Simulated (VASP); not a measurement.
Crystal: Zn.

```xyz
2
Lattice="2.6700 0.0000 0.0000 -1.3350 2.3123 0.0000 0.0000 0.0000 4.9660" Properties=species:S:1:pos:R:3 pbc="T T T"
Zn    0.0000    1.5415    1.2415
Zn    1.3350    0.7708    3.7245
```

```yaml
Program: VASP 6.6.1
Task: relaxation of cell and atoms
Functional: PBE
Dispersion: D3(BJ)
Potentials_or_basis: VASP PAW PBE potentials, release 64 (Zn)
Cutoff: 600 eV
k_mesh: 21 × 21 × 9
Occupations: methfessel-paxton, width 0.1 eV
Spin: no spin polarisation
```

At the start: pressure -5.0 GPa; volume 15.33 Å³/atom.

Where does the relaxation end?

Over 9 steps the energy falls by 16.4 meV/atom and the volume is 14.34 Å³/atom (-6.4 %); space group P6_3/mmc (No. 194, to 0.05 Å).

Step by step:
```tsv
step	energy change (eV)	largest force (eV/Å)	pressure (GPa)	volume (Å³)
1	0.0000	0.0000	-4.96	30.66
2	-0.0319	0.0000	0.63	28.60
3	-0.0324	0.0000	-0.04	28.81
4	-0.0324	0.0000	-0.14	28.84
5	-0.0326	0.0000	-0.21	28.81
6	-0.0328	0.0000	-0.10	28.71
7	-0.0328	0.0000	-0.20	28.72
8	-0.0328	0.0000	0.24	28.60
9	-0.0329	0.0000	0.01	28.68
```

Final structure:
```
Zn
1.0
     2.61220    0.00000    0.00000
    -1.30610    2.26223    0.00000
     0.00000    0.00000    4.85384
Zn
2
Direct
  0.33333 0.66667 0.25000
  0.66667 0.33333 0.75000
```

Caveat: pairwise dispersion overbinds metals, which lowers pressure and volume.
